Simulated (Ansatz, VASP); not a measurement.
**Two plane-wave programs on BeAuBr3**

```
Au Be Br
1.0
     4.77075    0.00000    0.00000
     0.00000    4.77075    0.00000
     0.00000    0.00000    4.77075
Au Be Br
1 1 3
Direct
  0.00000 0.00000 0.00000
  0.50000 0.50000 0.50000
  0.50000 0.50000 0.00000
  0.50000 0.00000 0.50000
  0.00000 0.50000 0.50000
```

The cell comes from a database or a generator and needn't be the stable form of this composition.

Alike in both runs: task single point; functional LDA; k mesh 4 × 4 × 4; occupations gaussian, width 0.05 eV; no spin polarisation.

|  | VASP | Ansatz |
| --- | --- | --- |
| version | VASP 6.6.1 | Ansatz 0.2.0 |
| potentials or method | VASP PAW LDA potentials, release 64 (Au, Be, Br) | scalar-relativistic, plane waves, PAW |
| plane-wave cutoff (eV) | 520 | 420 |
| valence electrons in the cell | 34 | 42 |

|  | VASP | Ansatz | Ansatz less VASP |
| --- | --- | --- | --- |
| gap on the k mesh at the Fermi level (eV) | none | none | - |
| pressure (GPa) | -2.3 | -2.4 | -0.10 |

A gap of «none» marks a metal or a gap that the smearing closes. The two sets of potentials don't hold the same shells in valence.

The runs have no spin-orbit coupling, so splittings on Au are missing.
